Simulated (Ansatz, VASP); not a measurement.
**B2Pd3: VASP beside Ansatz**

```
CELL_PARAMETERS angstrom
4.08151 0.00000 0.00000
0.00000 4.08151 0.00000
0.00000 0.00000 4.08151
ATOMIC_POSITIONS crystal
B 0.00000 0.00000 0.00000
B 0.50000 0.50000 0.50000
Pd 0.00000 0.50000 0.50000
Pd 0.50000 0.00000 0.50000
Pd 0.50000 0.50000 0.00000
```

Alike in both runs: task relaxation of cell and atoms; functional PBE; k mesh 10 × 10 × 10; occupations gaussian, width 0.1 eV; no spin polarisation.

|  | VASP | Ansatz |
| --- | --- | --- |
| version | VASP 6.6.1 | Ansatz 0.2.0 |
| potentials or method | VASP PAW PBE potentials, release 64 (B, Pd) | scalar-relativistic, plane waves, PAW |
| plane-wave cutoff (eV) | 600 | 420 |
| valence electrons in the cell | 36 | 60 |

```tsv
	VASP	Ansatz	Ansatz less VASP
gap on the k mesh at the Fermi level, each at its own relaxed structure (eV)	none	none	-
relaxed volume (Å³/atom)	13.61	13.60	-0.009
relaxed cell length with the largest relative difference (Å)	4.083	4.082	-0.0009
```

A gap of «none» marks a metal or a gap that the smearing closes. The two sets of potentials don't hold the same shells in valence.
